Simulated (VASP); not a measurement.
Be4TeSe3:

```
CELL_PARAMETERS angstrom
-2.65414 2.65414 5.30141
2.65414 -2.65414 5.30141
2.65414 2.65414 -5.30141
ATOMIC_POSITIONS crystal
Be 0.36664 0.89337 0.00000
Be 0.89337 0.36664 0.00000
Be 0.63336 0.63336 0.52672
Be 0.10663 0.10663 0.47328
Te 0.50000 0.50000 0.00000
Se 0.75000 0.25000 0.50000
Se 0.25000 0.75000 0.50000
Se 0.00000 0.00000 0.00000
```

The cell was built by a generator and needn't be a form met in nature.

Base run:

- Program: VASP 6.6.1
- Functional: HSE06
- Potentials or basis: VASP PAW PBE potentials, release 64 (Be, Te, Se)
- Cutoff: 520 eV
- k mesh: 6 × 6 × 6
- Occupations: gaussian, width 0.02 eV
- Spin: no spin polarisation

Its results: band gap on the k mesh 3.15 eV, direct; pressure -1.6 GPa; largest force 0.020 eV/Å.

**Question.** The run is repeated on the same cell with these changes: functional from HSE06 to PBE; further incar settings from ALGO = Normal; EDIFF = 1e-05; NBANDS = 26 to ALGO = Normal; EDIFF = 1e-06; NBANDS = 26. What comes out?

**Answer.** Band gap on the k mesh 2.33 eV, direct; pressure 0.0 GPa; largest force 0.004 eV/Å.

Caveats: spin-orbit coupling is left out, which moves the levels of the heavy elements; the PAW data sets were made with another functional, which shifts forces and pressure a little (some runs).

A k mesh can miss the band edges.
